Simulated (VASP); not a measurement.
These are rev-vdW-DF2, VASP's PBE PAW potentials (set 64) (plane waves; VASP) values and carry that method's errors.

A VASP calculation is set up with these files.

### KPOINTS
```
Automatic
0
gamma
12 12 7
```

INCAR:
```
# general
SYSTEM   = Tm
PREC     = Accurate
ENCUT    = 520   # plane-wave cut-off (eV)
LREAL    = .False.
LASPH    = .True.

# electronic loop
EDIFF    = 1E-7
NELM     = 100   # most electronic steps
ALGO     = Normal   # blocked Davidson
LMAXMIX  = 6   # l cut-off of mixed one-centre charges

# smearing
ISMEAR   = 1   # Methfessel-Paxton
SIGMA    = 0.1   # width (eV)

# functional
GGA      = MK
LUSE_VDW = .True.
AGGAC    = 0.0
PARAM1   = 0.1234568
PARAM2   = 0.7114
ZAB_VDW  = -1.8867

# ions
IBRION   = 2   # conjugate gradients
NSW      = 30
ISIF     = 4   # ions and shape, fixed volume
EDIFFG   = -0.01

# output
LWAVE    = .False.
LCHARG   = .False.
```

POSCAR:
```
Tm
1
    1.7242064617    -2.9864132624     0.0000000000
    1.7242064617     2.9864132624     0.0000000000
    0.0000000000     0.0000000000     5.3211260318
Tm
2
Direct
  0.3333330000   0.6666670000   0.2500000000
  0.6666670000   0.3333330000   0.7500000000
```

POTCAR, in this order: Tm_3 (PBE.64 set). Program: vasp_std.

The 4f electrons are frozen in the core of the lanthanide potential, so 4f levels, which can set the real gap, and their magnetism are missing.

Problem. Predict the energy per atom (σ→0), band gap (on the k-mesh).

Solution. 
```json
{
  "energy per atom (σ→0)": "-2.205 eV/atom",
  "band gap (on the k-mesh)": "none (metal, semimetal or under 0.01 eV)"
}
```

### OSZICAR
```
...
       N       E                     dE             d eps       ncg     rms          rms(c)
DAV:   1    -0.441228595095E+01   -0.19120E-02   -0.77062E-02  2091   0.220E+00    0.206E-01
DAV:   2    -0.441122866978E+01    0.10573E-02   -0.29374E-03  2929   0.721E-01    0.137E-01
DAV:   3    -0.441066533732E+01    0.56333E-03   -0.62958E-04  3057   0.239E-01    0.724E-02
DAV:   4    -0.441066833187E+01   -0.29946E-05   -0.88304E-05  2777   0.772E-02    0.291E-02
DAV:   5    -0.441066754009E+01    0.79178E-06   -0.32850E-06  3237   0.199E-02    0.127E-03
DAV:   6    -0.441066749411E+01    0.45985E-07   -0.25026E-07  1598   0.432E-03
   3 F= -.44106675E+01 E0= -.44100780E+01  d E =-.123342E-02
```

The compound is Tm in the hcp structure. This cell is one point of a volume scan, at 0.94 of the reference volume. Symmetry was kept, so distortions that lower it aren't found.
